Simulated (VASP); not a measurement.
The input files of a VASP run:

### INCAR
```
# general
SYSTEM  = Au
PREC    = Accurate
ENCUT   = 480
LREAL   = .False.
LASPH   = .True.

# electronic loop
EDIFF   = 1E-7
NELM    = 100
ALGO    = Normal
LMAXMIX = 6
LMIXTAU = .True.

# smearing
ISMEAR  = 1
SIGMA   = 0.1

# functional
METAGGA = R2SCAN

# ions
ISIF    = 2

# output
LWAVE   = .False.
LCHARG  = .False.
```

**KPOINTS**
```
Automatic mesh
0
Gamma
14 14 14
0 0 0
```

File POSCAR:
```
Au
1
   -0.0103134189     2.0626837844     2.0626837844
    2.0523703655     0.0000000000     2.0523703655
    2.0626837844     2.0626837844    -0.0103134189
Au
1
Direct
  0.0000000000   0.0000000000   0.0000000000
```

POTCAR, in this order: Au (PBE.64 set). Program: vasp_std.

Translate this r2SCAN calculation to Ansatz.

One equivalent input (not run):
Ansatz 0.2 input:
```yaml
crystal:
  lattice:
    - [-0.0103134, 2.0626838, 2.0626838]
    - [2.0523704, 0.0000000, 2.0523704]
    - [2.0626838, 2.0626838, -0.0103134]
  atoms:
    - { symbol: Au, position: [0.0000000, 0.0000000, 0.0000000] }
kpoints:
  mp_grid: { grid: [14, 14, 14] }
hamiltonian:
  xc: r2scan
  pseudopotentials: { kind: paw }
scf:
  occupations: { method: methfessel_paxton, width: 0.1 }
  max_iter: 100
output: { forces: true, stress: true, eigenvalues: true }
```
Limits of the translation: each code has its own PAW files, so the cut-off isn't converted (ENCUT is set for VASP's; basis.ecutwfc is left out, and Ansatz then takes the one that its files recommend); Ansatz stops its SCF on the density residual and VASP on the energy change (EDIFF).

The compound is Au in the fcc structure. This cell was strained or had an atom moved on purpose.
